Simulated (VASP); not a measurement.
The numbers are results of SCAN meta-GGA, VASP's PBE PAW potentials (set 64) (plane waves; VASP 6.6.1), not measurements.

VASP input:

**INCAR**
```
# general
SYSTEM  = AuAl2
PREC    = Accurate
ENCUT   = 520
LREAL   = F
LASPH   = T

# electronic loop
EDIFF   = 1E-7
NELM    = 100
ALGO    = Normal
LMAXMIX = 6
LMIXTAU = T

# smearing
ISMEAR  = 1
SIGMA   = 0.1

# functional
METAGGA = SCAN

# ions
ISIF    = 2

# output
LWAVE   = F
LCHARG  = F
```

### POSCAR
```
AuAl2
1.0
  0.0000000000   2.9806670211   2.9806670211
  2.9806670211   0.0000000000   2.9806670211
  2.9806670211   2.9806670211   0.0000000000
Al Au
2 1
Cart
  1.4903335105   1.4903335105   1.4903335105
  4.4710005316   4.4710005316   4.4710005316
  0.0000000000   0.0000000000   0.0000000000
```

KPOINTS:
```
Automatic mesh
0
Gamma
9 9 9
0 0 0
```

POTCAR, in this order: Al Au (PBE.64 set). Program: vasp_std.

The run wrote:

OSZICAR:
```
       N       E                     dE             d eps       ncg     rms          rms(c)
DAV:   1    -0.173907102789E+02   -0.17391E+02   -0.75912E+03   896   0.122E+03
DAV:   2    -0.911947061127E+02   -0.73804E+02   -0.68389E+02   948   0.210E+02
DAV:   3    -0.933026552900E+02   -0.21079E+01   -0.20741E+01  1048   0.346E+01
DAV:   4    -0.933209553506E+02   -0.18300E-01   -0.18288E-01   992   0.369E+00
DAV:   5    -0.933212226004E+02   -0.26725E-03   -0.26724E-03  1048   0.496E-01    0.120E+01
DAV:   6    -0.868580492072E+02    0.64632E+01   -0.10364E+01   984   0.379E+01    0.443E+00
DAV:   7    -0.871848031302E+02   -0.32675E+00   -0.95416E-01   888   0.112E+01    0.205E+00
DAV:   8    -0.866762792030E+02    0.50852E+00   -0.10265E+00   860   0.113E+01    0.101E+00
DAV:   9    -0.868358091365E+02   -0.15953E+00   -0.87658E-01   872   0.110E+01    0.220E-01
DAV:  10    -0.868564473882E+02   -0.20638E-01   -0.19486E-01   876   0.496E+00    0.304E-01
DAV:  11    -0.868551346566E+02    0.13127E-02   -0.34339E-02   892   0.197E+00    0.127E-01
DAV:  12    -0.868639809363E+02   -0.88463E-02   -0.14465E-02   924   0.126E+00    0.144E-01
DAV:  13    -0.868542591222E+02    0.97218E-02   -0.31786E-02   856   0.193E+00    0.602E-02
DAV:  14    -0.868537276903E+02    0.53143E-03   -0.34939E-03   872   0.874E-01    0.386E-02
DAV:  15    -0.868536262751E+02    0.10142E-03   -0.10267E-04   940   0.130E-01    0.366E-02
DAV:  16    -0.868536266216E+02   -0.34650E-06   -0.60075E-06   980   0.351E-02    0.334E-02
DAV:  17    -0.868536158745E+02    0.10747E-04   -0.95477E-05   856   0.156E-01    0.228E-02
DAV:  18    -0.868536493246E+02   -0.33450E-04   -0.72137E-04   856   0.355E-01    0.796E-02
DAV:  19    -0.868536003793E+02    0.48945E-04   -0.12408E-04   856   0.170E-01    0.772E-02
DAV:  20    -0.868535764145E+02    0.23965E-04   -0.51099E-05   864   0.885E-02    0.134E-02
DAV:  21    -0.868535764844E+02   -0.69890E-07   -0.45815E-06   900   0.327E-02    0.235E-03
DAV:  22    -0.868535763676E+02    0.11679E-06   -0.74754E-06   864   0.460E-02    0.169E-03
DAV:  23    -0.868535749519E+02    0.14157E-05   -0.61268E-06   856   0.403E-02    0.145E-03
DAV:  24    -0.868535747204E+02    0.23154E-06   -0.45842E-07   872   0.113E-02    0.382E-04
DAV:  25    -0.868535747029E+02    0.17444E-07   -0.31265E-08   444   0.286E-03
   1 F= -.86853575E+02 E0= -.86853621E+02  d E =0.139356E-03
```

### OUTCAR
```
------------------------ aborting loop because EDIFF is reached ----------------------------------------
  FORCE on cell =-STRESS in cart. coord.  units (eV):
  Direction    XX          YY          ZZ          XY          YZ          ZX
  --------------------------------------------------------------------------------------
  Total        0.0775544      0.0775544      0.0775544      0.0000000      0.0000000      0.0000000
  in kB        2.3460998      2.3460998      2.3460998      0.0000000      0.0000000      0.0000000
  external PRESSURE =       2.3460998 kB  Pullay stress =       0.0000000 kB
  volume of cell :       52.96
      direct lattice vectors                 reciprocal lattice vectors
     0.000000000  2.980667021  2.980667021    -0.167747688  0.167747688  0.167747688
     2.980667021  0.000000000  2.980667021     0.167747688 -0.167747688  0.167747688
     2.980667021  2.980667021  0.000000000     0.167747688  0.167747688 -0.167747688
 POSITION                                       TOTAL-FORCE (eV/Angst)
 -----------------------------------------------------------------------------------
      1.49033      1.49033      1.49033         0.000000      0.000000      0.000000
      4.47100      4.47100      4.47100        -0.000000     -0.000000     -0.000000
      0.00000      0.00000      0.00000         0.000000      0.000000      0.000000
 -----------------------------------------------------------------------------------
    total drift:                                0.000000     -0.000000      0.000000
  FREE ENERGIE OF THE ION-ELECTRON SYSTEM (eV)
  ---------------------------------------------------
  free  energy   TOTEN  =       -86.8535747029 eV

  energy  without entropy=      -86.8537140594  energy(sigma->0) =      -86.85362116
```
(Selected blocks of OUTCAR.)

The compound is AuAl2 in the fluorite structure. It was relaxed first. The electron count is odd and the run is not spin-polarised, which forces a metal.
